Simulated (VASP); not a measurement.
A convergence study with VASP on TiC (rock salt): one setting is varied, all else stays as given below, so the limit is that of these other settings. Each run relaxes cell and ions from the cell shown. The basis is that of the starting cell, so low cut-offs carry a Pulay error.

```
TiC
1.0
    0.00000     2.16500     2.16500
    2.16500     0.00000     2.16500
    2.16500     2.16500     0.00000
Ti C
1 1
Direct
  0.00000   0.00000   0.00000
  0.50000   0.50000   0.50000
```

The numbers are results of LDA (Ceperley-Alder, Perdew-Zunger), VASP's LDA PAW potentials (set 64) (plane waves; VASP), not measurements. The tightest run used: 800 eV cut-off, 12×12×12 Γ-centred mesh, first-order Methfessel-Paxton smearing of 0.10 eV, potentials Ti_sv C.

```json
[
 {"setting": "ENCUT = 250", "relaxed volume (Å³/atom)": "9.186", "E (eV/atom)": "-10.3689", "plane waves": "190"},
 {"setting": "ENCUT = 300", "relaxed volume (Å³/atom)": "9.467", "E (eV/atom)": "-10.3071", "plane waves": "259"},
 {"setting": "ENCUT = 350", "relaxed volume (Å³/atom)": "9.584", "E (eV/atom)": "-10.2801", "plane waves": "311"}
]
```

These are the cheaper rows. Estimate the results at ENCUT = 800, and how far the last row shown lies from them.

```json
[
 {"quantity": "relaxed volume (Å³/atom)", "tightest run": "9.691", "last row shown is off by": "-0.108"},
 {"quantity": "E (eV/atom)", "tightest run": "-10.2727", "last row shown is off by": "-0.0074"}
]
```

Left out are rungs that failed or repeat a setting and relaxations that didn't move; long series are thinned to 24 rows.

The compound is TiC in the rock salt structure.
